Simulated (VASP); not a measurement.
Data:

```
As
1.0
    3.38453    -1.86799    -0.08405
    3.38453     1.86799    -0.08405
    2.43033     0.00000     3.00750
As
2
Cartesian
  2.15211   0.00000   0.66425
  7.04729   0.00000   2.17514
```

Method: PBEsol GGA, VASP's PBE PAW potentials (set 64) (plane waves; VASP). Settings: 500 eV cut-off, 12×12×12 Γ-centred mesh, first-order Methfessel-Paxton smearing of 0.10 eV, potentials As.

Energy and stress use the plane-wave basis of the starting cell.

Task: The ions, cell shape and volume at an external pressure of 10.0 GPa are relaxed. Which structure does the run end with?

Result: 
```
As
1.0
    3.29143    -1.84411    -0.09836
    3.29143     1.84411    -0.09836
    2.34942     0.00000     2.95367
As
2
Direct
  0.23652   0.23652   0.23652
  0.76348   0.76348   0.76348
```
Space group R-3m (166), at a tolerance of 0.03 Å.

Task: How do energy and volume change from the first to the last step?

Result: The energy (σ→0) changes by +48.4 meV/atom and the volume by -5.4 %, in 7 ionic steps.

```
step  E(σ→0) (eV)  max force (eV/Å)  pressure (GPa)  volume (Å³)
----  -----------  ----------------  --------------  -----------
1        -10.1754             0.003            5.02        38.79
2         -9.9660             0.547           16.15        35.50
3        -10.1002             0.242            9.96        37.16
4        -10.0934             0.115            9.97        36.98
5        -10.0793             0.035            9.99        36.73
6        -10.0801             0.028            9.99        36.74
7        -10.0786             0.008           10.04        36.71
```

The compound is As in the a7 structure. This run relaxes it under an external pressure of 10 GPa. Symmetry was kept, so distortions that lower it aren't found.
